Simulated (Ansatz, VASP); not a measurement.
## One calculation of TaGe4, two programs

File INCAR:

```
PREC     = Accurate       # precision mode
ENCUT    = 600            # plane-wave cutoff, eV
EDIFF    = 1E-7           # SCF threshold, eV
ISMEAR   = 0              # smearing method
SIGMA    = 0.1            # smearing width, eV
LREAL    = False          # projectors in reciprocal space
LASPH    = True           # aspherical terms in the spheres
NELM     = 80             # most SCF steps
ALGO     = Normal         # electronic algorithm
ISIF     = 3              # what is computed and relaxed
LWAVE    = False          # write WAVECAR
LCHARG   = False          # write CHGCAR
GGA      = PE             # functional
IBRION   = 2              # ionic algorithm
NSW      = 90             # ionic steps
EDIFFG   = -0.04          # ionic threshold
```

The input KPOINTS:

```
Automatic mesh
0
Gamma
  4 4 4
```

The input POSCAR:

```
TaGe4
1.0
    4.5690922200      0.0000000000      0.0000000000
    0.0000000000      4.5690922200      0.0000000000
    0.0000000000      0.0000000000      4.5690922200
Ta Ge
1 4
Direct
    0.5000000000      0.5000000000      0.5000000000
    0.0000000000      0.0000000000      0.0000000000
    0.5000000000      0.5000000000      0.0000000000
    0.5000000000      0.0000000000      0.5000000000
    0.0000000000      0.5000000000      0.5000000000
```

Input for Ansatz:

```yaml
crystal:
  lattice:
    - [4.56909222, 0.0, 0.0]
    - [0.0, 4.56909222, 0.0]
    - [0.0, 0.0, 4.56909222]
  atoms:
    - { symbol: Ta, position: [0.5, 0.5, 0.5] }
    - { symbol: Ge, position: [0.0, 0.0, 0.0] }
    - { symbol: Ge, position: [0.5, 0.5, 0.0] }
    - { symbol: Ge, position: [0.5, 0.0, 0.5] }
    - { symbol: Ge, position: [0.0, 0.5, 0.5] }
basis:
  ecutwfc: 420
kpoints:
  mp_grid: { grid: [4, 4, 4] }
hamiltonian:
  xc: pbe
scf:
  occupations: { method: gaussian, width: 0.1 }
  lower_state_search: "off"
output:
  forces: true
  stress: true
  eigenvalues: true
relax:
  adjacent_minimum: "off"
  f_tol: 0.04
  max_steps: 70
  cell: { stress_tol: 0.4 }
```

Change from the starting cell: species swapped into the Ni4N type (Pm-3m, No. 221).

Alike in both runs: task relaxation of cell and atoms; functional PBE; k mesh 4 × 4 × 4; occupations gaussian, width 0.1 eV; no spin polarisation.

|  | VASP | Ansatz |
| --- | --- | --- |
| version | VASP 6.6.1 | Ansatz 0.2.0 |
| potentials or method | VASP PAW PBE potentials, release 64 (Ta_pv, Ge_d) | scalar-relativistic, plane waves, PAW |
| plane-wave cutoff (eV) | 600 | 420 |
| valence electrons in the cell | 67 | 69 |

VASP gave:

| Item | Value |
| --- | --- |
| gap on the k mesh at the Fermi level, each at its own relaxed structure (eV) | none |
| relaxed volume (Å³/atom) | 25.63 |
| relaxed cell length with the largest relative difference (Å) | 5.041 |
| energy change over the relaxation (meV/atom) | -527 |

Q: Which values does Ansatz return?

A: gap on the k mesh at the Fermi level, each at its own relaxed structure (eV): none; relaxed volume (Å³/atom): 25.57; relaxed cell length with the largest relative difference (Å): 5.038; energy change over the relaxation (meV/atom): -523.

A gap of «none» marks a metal or a gap that the smearing closes. The two sets of potentials don't hold the same shells in valence.

Caveats: the volume moved by over 15 % at a fixed basis, so the end points are rough (VASP). The runs have no spin-orbit coupling, so splittings on Ta are missing.
